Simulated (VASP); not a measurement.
# NbTe2 under strain, part 3 of 4

Aim: follow the pressure of NbTe2 through compression, expansion and shear. All runs use LDA. Left out of this account: at least 1 further run (fields: a reference on another mesh). The start is a computed cell from the Materials Project.

VASP 6.6.1; LDA; plane waves and PAW (Nb_sv, Te).

Still holding for the runs below: This run has no spin polarisation. Its electron count is odd, so without a moment it is a metal by construction. The k-mesh is coarse for a metal. Spin-orbit coupling is off here; it can split and shift levels that hold much weight on Nb and Te by tenths of an eV or more.

So far, pressure (GPa): step 2 (bands, cell as listed) -5.15; step 3 (cell volume +4.0 %) -7.49; step 4 (cell volume +8.0 %) -9.34.

### Step 5. Bands, sheared, principal strains -2.4, -0.0, +2.5 %

The first cell is sheared at its own volume, which lowers its symmetry.

INCAR reads:

```
SYSTEM = NbTe2
PREC = Accurate
ENCUT = 400
EDIFF = 1E-06
NELM = 100
ISMEAR = -1
SIGMA = 0.05
LREAL = .FALSE.
ALGO = Normal
GGA = CA
NBANDS = 25
LASPH = .TRUE.
LORBIT = 11
LWAVE = .FALSE.
LCHARG = .FALSE.
KPAR = 4
```

POSCAR reads:

```
NbTe2
1.0
    3.7190700000     -0.0447140000     -0.0686430000
   -1.8982590000      3.2116640000      0.0227260000
   -0.1318860000     -0.0257260000      7.2278820000
Nb Te
1 2
Direct
    0.0000000000      0.0000000000      0.0000000000
    0.6666666700      0.3333333300      0.7456322300
    0.3333333300      0.6666666700      0.2543677700
```

KPOINTS reads:

```
Automatic mesh
0
Gamma
9 9 4
0 0 0
```

KPOINTS_OPT reads:

```
Line mode
16
Line-mode
Reciprocal
  0.00000000   0.00000000  -0.50000000 X
  0.00000000   0.00000000   0.00000000 GAMMA

  0.00000000   0.00000000   0.00000000 GAMMA
  0.00000000   0.50000000   0.00000000 Y

  0.00000000   0.50000000  -0.50000000 L
  0.00000000   0.00000000   0.00000000 GAMMA

  0.00000000   0.00000000   0.00000000 GAMMA
  0.50000000  -0.50000000   0.00000000 Z

  0.50000000  -0.50000000  -0.50000000 N
  0.00000000   0.00000000   0.00000000 GAMMA

  0.00000000   0.00000000   0.00000000 GAMMA
  0.50000000   0.00000000   0.00000000 M

  0.50000000   0.00000000  -0.50000000 R
  0.00000000   0.00000000   0.00000000 GAMMA
```

The projector-augmented-wave data sets are Nb_sv and Te (LDA family, release 64).

On the command line:

```
$ mpirun -np 4 vasp_std
```

Log:

```text
[... set-up lines as in an earlier step ...]
 entering main loop
       N       E                     dE             d eps       ncg     rms          rms(c)
DAV:   1     0.144575978974E+03    0.14458E+03   -0.94258E+03  8414   0.711E+02
DAV:   2    -0.118139495140E+02   -0.15639E+03   -0.15068E+03 11158   0.242E+02
DAV:   3    -0.205180610208E+02   -0.87041E+01   -0.85676E+01 12448   0.471E+01
DAV:   4    -0.209234350718E+02   -0.40537E+00   -0.40407E+00 11704   0.105E+01
DAV:   5    -0.209327879460E+02   -0.93529E-02   -0.93506E-02 12068   0.157E+00    0.980E+00
DAV:   6    -0.203498664785E+02    0.58292E+00   -0.55951E+00 12193   0.112E+01    0.621E+00
DAV:   7    -0.200957880782E+02    0.25408E+00   -0.18377E+00 11434   0.588E+00    0.299E+00
DAV:   8    -0.200418615508E+02    0.53927E-01   -0.16916E-01 13241   0.244E+00    0.561E-01
DAV:   9    -0.200408796998E+02    0.98185E-03   -0.88426E-03  9907   0.539E-01    0.346E-01
DAV:  10    -0.200406957118E+02    0.18399E-03   -0.76945E-04 13318   0.204E-01    0.123E-01
DAV:  11    -0.200406651438E+02    0.30568E-04   -0.11574E-04 11411   0.751E-02    0.390E-02
DAV:  12    -0.200406666233E+02   -0.14795E-05   -0.19288E-05 11006   0.209E-02    0.149E-02
DAV:  13    -0.200406666090E+02    0.14294E-07   -0.10234E-06  6732   0.564E-03
   1 F= -.20040667E+02 E0= -.20031134E+02  d E =-.190646E-01
 Start KPOINTS_OPT (optional k-point list driver)
k-point batch [1-112\112]
       N       E                     dE             ncg
DAV:   1    -0.218136093207E+04   -0.39165E+05     5840
DAV:   2    -0.198740697989E+05   -0.17693E+05     7651
DAV:   3    -0.209655031624E+05   -0.10914E+04     8872
DAV:   4    -0.210037413779E+05   -0.38238E+02     8008
DAV:   5    -0.210049852120E+05   -0.12438E+01     8518
DAV:   6    -0.210050084186E+05   -0.23207E-01     8023
DAV:   7    -0.210050089319E+05   -0.51327E-03     8261
DAV:   8    -0.210050089417E+05   -0.98004E-05     6462
DAV:   9    -0.210050089423E+05   -0.58115E-06     5460
```

Elapsed: 42 s, on 4 MPI ranks of Intel Xeon Platinum 8488C (Sapphire Rapids), shared host; peak memory 1.7 GiB.

From OUTCAR (step 5):

```text
   k-points           NKPTS =    163   k-points in BZ     NKDIM =    163   number of bands    NBANDS=     25

   ENCUT  =  400.0 eV  29.40 Ry    5.42 a.u.   6.07  6.08 11.79*2*pi/ulx,y,z

   NELECT =      25.0000    total number of electrons

 E-fermi :   6.8996

 k-point     1 :       0.0000    0.0000    0.0000
  band No.  band energies     occupation
    ...
      8       4.6811      2.00000
      9       4.9312      2.00000
     10       6.1491      2.00000
     11       6.3773      1.99994
     12       6.8045      1.74014
     13       7.0457      0.10211
     14       7.8088      0.00000
     15       8.0316      0.00000
     16      10.3350      0.00000
     17      10.4528      0.00000
    ...

  Total       -3.0865597     -2.5178521     -2.7773417      0.1451874      0.3067086      0.9103637
  in kB      -57.7111283    -47.0776843    -51.9295063      2.7146494      5.7347009     17.0215767
  external PRESSURE =     -52.2394396 kB  Pullay stress =       0.0000000 kB

 POSITION                                       TOTAL-FORCE (eV/Angst)
 -----------------------------------------------------------------------------------
      0.00000      0.00000      0.00000        -0.000000     -0.000000      0.000000
      1.74829      1.02156      5.35116        -0.227416     -0.080644      0.404306
     -0.05936      2.11966      1.83081         0.227416      0.080644     -0.404306
 -----------------------------------------------------------------------------------
    total drift:                                0.000000      0.000000      0.000000

  FREE ENERGIE OF THE ION-ELECTRON SYSTEM (eV)
  ---------------------------------------------------
  free  energy   TOTEN  =       -20.0406666090 eV

  energy  without entropy=      -20.0216019699  energy(sigma->0) =      -20.03113429

[... 1 part as in an earlier step ...]

[... 14 further parts left out ...]
```

The path and its labels are those of the sheared lattice, so a letter need not mean the same point as in the unstrained cell.

This step gave:

* irreducible k-points: 163
* symmetry operations: 2
* free energy (TOTEN): -20.04 eV
* energy at zero smearing: -20.03 eV
* Fermi energy: 6.900 eV
* pressure: -5.224 GPa

The electronic bands at the labelled points (eV, zero at the Fermi level; # counts the bands kept in this run, so #1 is VASP's band 7):

| point | #4 | #5 | #6 | #7 | #8 | #9 | #10 | #11 |
| --- | --- | --- | --- | --- | --- | --- | --- | --- |
| X | -1.95 | -0.10 | 0.14 | 0.37 | 0.75 | 1.03 | 3.64 | 3.83 |
| 0.47 of the way | -1.96 | -0.10 | 0.13 | 0.19 | 0.82 | 1.07 | 3.55 | 3.71 |
| Γ | -0.75 | -0.52 | -0.10 | 0.15 | 0.91 | 1.13 | 3.44 | 3.55 |
| 0.53 of the way | -2.07 | -1.22 | -0.89 | -0.60 | 0.93 | 1.33 | 3.18 | 3.41 |
| Y | -2.46 | -2.38 | -0.88 | -0.80 | 1.36 | 1.84 | 2.89 | 3.62 |
| jump to L | -2.49 | -1.51 | -1.14 | -0.63 | 1.36 | 1.91 | 3.10 | 3.62 |
| 0.47 of the way | -2.06 | -1.81 | -0.91 | -0.39 | 0.92 | 1.36 | 3.12 | 3.37 |
| Γ | -0.75 | -0.52 | -0.10 | 0.15 | 0.91 | 1.13 | 3.44 | 3.55 |
| 0.47 of the way | -1.85 | -1.03 | -0.68 | -0.61 | 0.84 | 1.50 | 2.97 | 3.41 |
| Z | -2.57 | -2.16 | -0.85 | -0.61 | 1.36 | 1.80 | 2.83 | 3.70 |
| jump to N | -2.26 | -1.66 | -1.21 | -0.36 | 1.36 | 1.84 | 3.23 | 3.70 |
| 0.47 of the way | -1.88 | -1.84 | -0.73 | -0.46 | 0.93 | 1.50 | 3.11 | 3.42 |
| Γ | -0.75 | -0.52 | -0.10 | 0.15 | 0.91 | 1.13 | 3.44 | 3.55 |
| 0.47 of the way | -2.16 | -0.89 | -0.82 | -0.51 | 0.84 | 1.25 | 2.95 | 3.47 |
| M | -2.51 | -2.41 | -0.93 | -0.71 | 1.40 | 1.76 | 2.84 | 3.69 |
| jump to R | -2.61 | -1.29 | -1.07 | -0.67 | 1.40 | 1.93 | 3.16 | 3.46 |
| 0.47 of the way | -2.25 | -1.20 | -0.78 | -0.49 | 1.36 | 1.44 | 2.35 | 3.20 |
| Γ | -0.75 | -0.52 | -0.10 | 0.15 | 0.91 | 1.13 | 3.44 | 3.55 |

Of the projections kept (Nb, Te), the largest for each band there, as a share of the weight inside these atoms' spheres; weight between the spheres isn't counted:

| point | #4 | #5 | #6 | #7 | #8 | #9 | #10 | #11 |
| --- | --- | --- | --- | --- | --- | --- | --- | --- |
| X | Nb 0.65 | Nb 0.95 | Nb 0.95 | Nb 0.78 | Te 0.98 | Te 0.99 | Te 0.60 | Te 0.58 |
| Γ | Te 0.97 | Nb 0.88 | Nb 0.95 | Nb 0.96 | Te 0.98 | Te 0.99 | Te 0.59 | Te 0.58 |
| Y | Te 0.92 | Nb 0.52 | Te 0.96 | Nb 0.76 | Nb 0.99 | Nb 0.93 | Nb 0.82 | Nb 0.58 |
| L | Nb 0.50 | Te 0.93 | Nb 0.85 | Te 0.95 | Nb 0.99 | Nb 0.94 | Nb 0.62 | Te 0.84 |
| Γ | Te 0.97 | Nb 0.88 | Nb 0.95 | Nb 0.96 | Te 0.98 | Te 0.99 | Te 0.59 | Te 0.58 |
| Z | Te 0.92 | Nb 0.54 | Nb 0.77 | Te 0.96 | Nb 1.00 | Nb 0.94 | Nb 0.81 | Nb 0.57 |

Force by atom:

| atom | x (eV/Å) | y (eV/Å) | z (eV/Å) | size |
| --- | --- | --- | --- | --- |
| Nb1 | 0.000 | 0.000 | 0.000 | 0.000 |
| Te2 | -0.227 | -0.081 | 0.404 | 0.471 |
| Te3 | 0.227 | 0.081 | -0.404 | 0.471 |

 The pressure is -5.22 GPa, and the symmetry operations fall from 12 to 2.

### Step 6. Bands, volume times 0.96

The cell is compressed evenly, with fractional positions held.

INCAR is that of step 5.

POSCAR reads:

```
NbTe2
1.0
    3.6701813738      0.0000000000      0.0000000000
   -1.8350906869      3.1784703062      0.0000000000
    0.0000000000      0.0000000000      7.0516564300
Nb Te
1 2
Direct
    0.0000000000      0.0000000000      0.0000000000
    0.6666666700      0.3333333300      0.7456322300
    0.3333333300      0.6666666700      0.2543677700
```

KPOINTS is that of step 5.

KPOINTS_OPT reads:

```
Line mode
16
Line-mode
Reciprocal
  0.00000000   0.00000000   0.00000000 GAMMA
  0.50000000   0.00000000   0.00000000 M

  0.50000000   0.00000000   0.00000000 M
  0.33333333   0.33333333   0.00000000 K

  0.33333333   0.33333333   0.00000000 K
  0.00000000   0.00000000   0.00000000 GAMMA

  0.00000000   0.00000000   0.00000000 GAMMA
  0.00000000   0.00000000   0.50000000 A

  0.00000000   0.00000000   0.50000000 A
  0.50000000   0.00000000   0.50000000 L

  0.50000000   0.00000000   0.50000000 L
  0.33333333   0.33333333   0.50000000 H

  0.33333333   0.33333333   0.50000000 H
  0.00000000   0.00000000   0.50000000 A

  0.50000000   0.00000000   0.50000000 L
  0.50000000   0.00000000   0.00000000 M

  0.33333333   0.33333333   0.00000000 K
  0.33333333   0.33333333   0.50000000 H
```

On the command line:

```
$ mpirun -np 4 vasp_std
```

Log:

```text
[... set-up lines as in an earlier step ...]
 entering main loop
       N       E                     dE             d eps       ncg     rms          rms(c)
DAV:   1     0.145885795328E+03    0.14589E+03   -0.93670E+03  2214   0.713E+02
DAV:   2    -0.119352669790E+02   -0.15782E+03   -0.15209E+03  3028   0.245E+02
DAV:   3    -0.205329397552E+02   -0.85977E+01   -0.84713E+01  3259   0.469E+01
DAV:   4    -0.209247388621E+02   -0.39180E+00   -0.39029E+00  3147   0.101E+01
DAV:   5    -0.209369393698E+02   -0.12201E-01   -0.12197E-01  3218   0.173E+00    0.102E+01
DAV:   6    -0.203768219308E+02    0.56012E+00   -0.43088E+00  3308   0.104E+01    0.608E+00
DAV:   7    -0.201865194671E+02    0.19030E+00   -0.14413E+00  3018   0.537E+00    0.295E+00
DAV:   8    -0.201357351126E+02    0.50784E-01   -0.16424E-01  3505   0.241E+00    0.582E-01
DAV:   9    -0.201350421365E+02    0.69298E-03   -0.88356E-03  2607   0.541E-01    0.322E-01
DAV:  10    -0.201349252094E+02    0.11693E-03   -0.82075E-04  3564   0.217E-01    0.906E-02
DAV:  11    -0.201348975745E+02    0.27635E-04   -0.97786E-05  3035   0.649E-02    0.335E-02
DAV:  12    -0.201348987511E+02   -0.11766E-05   -0.13806E-05  2827   0.175E-02    0.121E-02
DAV:  13    -0.201348987272E+02    0.23838E-07   -0.78787E-07  1769   0.458E-03
   1 F= -.20134899E+02 E0= -.20125968E+02  d E =-.178620E-01
 Start KPOINTS_OPT (optional k-point list driver)
k-point batch [1-43\144]
       N       E                     dE             ncg
DAV:   1    -0.167306118196E+04   -0.25623E+05     2294
DAV:   2    -0.809018699234E+04   -0.64171E+04     2919
DAV:   3    -0.846167681252E+04   -0.37149E+03     3321
DAV:   4    -0.847807254517E+04   -0.16396E+02     3091
DAV:   5    -0.847846929727E+04   -0.39675E+00     3090
DAV:   6    -0.847847913379E+04   -0.98365E-02     3186
DAV:   7    -0.847847928572E+04   -0.15193E-03     2988
DAV:   8    -0.847847929000E+04   -0.42834E-05     2359
DAV:   9    -0.847847929025E+04   -0.24447E-06     2056
[...]
k-point batch [130-144\144]
       N       E                     dE             ncg
DAV:   1     0.154043417905E+05   -0.12843E+05      838
DAV:   2     0.133851092182E+05   -0.20192E+04     1038
DAV:   3     0.132760211310E+05   -0.10909E+03     1076
DAV:   4     0.132687204925E+05   -0.73006E+01     1130
DAV:   5     0.132685960774E+05   -0.12442E+00     1052
DAV:   6     0.132685921571E+05   -0.39203E-02     1131
DAV:   7     0.132685921185E+05   -0.38594E-04     1043
DAV:   8     0.132685921175E+05   -0.99243E-06      858
```

It took 31 s on 4 MPI ranks; peak memory 0.82 GiB.

Parts of OUTCAR (step 6):

```text
   ENCUT  =  400.0 eV  29.40 Ry    5.42 a.u.   5.99  5.99 11.50*2*pi/ulx,y,z

   NELECT =      25.0000    total number of electrons

 E-fermi :   7.4021

 k-point     1 :       0.0000    0.0000    0.0000
  band No.  band energies     occupation
    ...
      9       5.1238      2.00000
     10       6.7775      1.99999
     11       6.8663      1.99996
     12       7.3712      1.29967
     13       7.3712      1.29967
     14       8.4550      0.00000
     15       8.4550      0.00000
     16      11.0820      0.00000
     17      11.0820      0.00000
     18      12.7199      0.00000
    ...

  Total       -1.3869535     -1.3869535     -0.5944297      0.0000000     -0.0000000      0.0000000
  in kB      -27.0131757    -27.0131757    -11.5774859      0.0000000     -0.0000000      0.0000000
  external PRESSURE =     -21.8679458 kB  Pullay stress =       0.0000000 kB

 POSITION                                       TOTAL-FORCE (eV/Angst)
 -----------------------------------------------------------------------------------
      0.00000      0.00000      0.00000        -0.000000      0.000000      0.000000
      1.83509      1.05949      5.25794         0.000000     -0.000000     -0.176555
     -0.00000      2.11898      1.79371         0.000000      0.000000      0.176555
 -----------------------------------------------------------------------------------
    total drift:                                0.000000      0.000000      0.000000

  FREE ENERGIE OF THE ION-ELECTRON SYSTEM (eV)
  ---------------------------------------------------
  free  energy   TOTEN  =       -20.1348987272 eV

  energy  without entropy=      -20.1170367254  energy(sigma->0) =      -20.12596773

[... 3 parts as in an earlier step ...]

[... 13 further parts left out ...]
```

This step gave:

```yaml
irreducible_k_points: 43
symmetry_operations: 12
free_energy_toten: -20.13 eV
energy_at_zero_smearing: -20.13 eV
fermi_energy: 7.402 eV
pressure: -2.187 GPa
```

Electronic bands along the path, in eV, zero at the Fermi level; # counts the bands kept in this run, so #1 is VASP's band 7:

| point | #3 | #4 | #5 | #6 | #7 | #8 | #9 | #10 |
| --- | --- | --- | --- | --- | --- | --- | --- | --- |
| Γ | -2.28 | -0.62 | -0.54 | -0.03 | -0.03 | 1.05 | 1.05 | 3.68 |
| 0.53 of the way | -3.23 | -2.20 | -1.21 | -0.92 | -0.62 | 0.98 | 1.40 | 3.36 |
| M | -3.27 | -2.59 | -2.50 | -0.88 | -0.79 | 1.41 | 1.85 | 2.90 |
| 0.47 of the way | -3.12 | -2.93 | -2.59 | -2.32 | 0.33 | 1.46 | 1.70 | 2.76 |
| K | -4.30 | -2.76 | -2.73 | -2.73 | 1.09 | 1.38 | 1.38 | 2.64 |
| 0.47 of the way | -3.56 | -2.33 | -2.32 | -1.19 | -0.07 | 1.16 | 1.47 | 2.43 |
| Γ | -2.28 | -0.62 | -0.54 | -0.03 | -0.03 | 1.05 | 1.05 | 3.68 |
| 0.47 of the way | -2.27 | -1.88 | -0.03 | -0.03 | 0.22 | 0.98 | 0.98 | 3.81 |
| A | -2.25 | -2.25 | -0.04 | -0.04 | 0.48 | 0.90 | 0.90 | 3.97 |
| 0.47 of the way | -2.78 | -2.19 | -1.83 | -0.85 | -0.27 | 1.53 | 1.55 | 2.41 |
| L | -3.35 | -2.61 | -1.46 | -1.22 | -0.59 | 1.41 | 1.94 | 3.33 |
| 0.47 of the way | -3.25 | -2.95 | -2.31 | -1.79 | -0.15 | 1.35 | 1.69 | 2.68 |
| H | -4.25 | -3.26 | -2.56 | -2.56 | 0.76 | 0.76 | 1.10 | 3.62 |
| 0.53 of the way | -3.14 | -2.20 | -2.00 | -1.44 | 0.23 | 0.82 | 1.91 | 2.44 |
| A | -2.25 | -2.25 | -0.04 | -0.04 | 0.48 | 0.90 | 0.90 | 3.97 |
| jump to L | -3.35 | -2.61 | -1.46 | -1.22 | -0.59 | 1.41 | 1.94 | 3.33 |
| 0.53 of the way | -3.29 | -2.56 | -2.17 | -0.88 | -0.75 | 1.41 | 1.90 | 3.11 |
| M | -3.27 | -2.59 | -2.50 | -0.88 | -0.79 | 1.41 | 1.85 | 2.90 |
| jump to K | -4.30 | -2.76 | -2.73 | -2.73 | 1.09 | 1.38 | 1.38 | 2.64 |
| 0.53 of the way | -4.33 | -3.02 | -2.64 | -2.64 | 0.99 | 0.99 | 1.10 | 3.19 |
| H | -4.25 | -3.26 | -2.56 | -2.56 | 0.76 | 0.76 | 1.10 | 3.62 |

Of the projections kept (Nb, Te), the largest for each band there, as a share of the weight inside these atoms' spheres; weight between the spheres isn't counted:

| point | #3 | #4 | #5 | #6 | #7 | #8 | #9 | #10 |
| --- | --- | --- | --- | --- | --- | --- | --- | --- |
| Γ | Nb 0.63 | Te 0.97 | Nb 0.88 | Nb 0.95 | Nb 0.95 | Te 0.98 | Te 0.98 | Te 0.59 |
| M | Te 0.51 | Te 0.92 | Nb 0.53 | Te 0.95 | Nb 0.74 | Nb 1.00 | Nb 0.93 | Nb 0.81 |
| K | Te 0.68 | Te 0.92 | Te 0.67 | Te 0.67 | Nb 0.95 | Nb 0.78 | Nb 0.78 | Nb 0.80 |
| Γ | Nb 0.63 | Te 0.97 | Nb 0.88 | Nb 0.95 | Nb 0.95 | Te 0.98 | Te 0.98 | Te 0.59 |
| A | Nb 0.64 | Nb 0.64 | Nb 0.95 | Nb 0.95 | Nb 0.76 | Te 0.99 | Te 0.99 | Te 0.59 |
| L | Te 0.57 | Nb 0.51 | Te 0.93 | Nb 0.83 | Te 0.95 | Nb 1.00 | Nb 0.95 | Nb 0.61 |

Force by atom:

| atom | x (eV/Å) | y (eV/Å) | z (eV/Å) | size |
| --- | --- | --- | --- | --- |
| Nb1 | 0.000 | 0.000 | 0.000 | 0.000 |
| Te2 | 0.000 | 0.000 | -0.177 | 0.177 |
| Te3 | 0.000 | 0.000 | 0.177 | 0.177 |

 The pressure is -2.19 GPa.

Between step 2 and this run (cell volume -4.0 %) the value for the pressure moves from -5.15 GPa to -2.19 GPa.

(Continued in part 4 of 4.)

[Lines on the potential files, build, host, timing and source positions are cut from VASP's logs without a mark.]

[Logs are printed without paths, hosts, clocks, repeated set-up lines and the standing remarks that a program may print on its own settings, such as how far it seeks lower states.]

[Hosts, paths, dates, database ids (printed as entryN), source tags and the programs' standing remarks are cut or masked in the printed files.]

[A measured line is paired with the nearest computed mode of its activity, which favours agreement.]

[In band tables of VASP the shares of atoms and orbitals are scaled to a sum of 1 inside the atoms' spheres.]
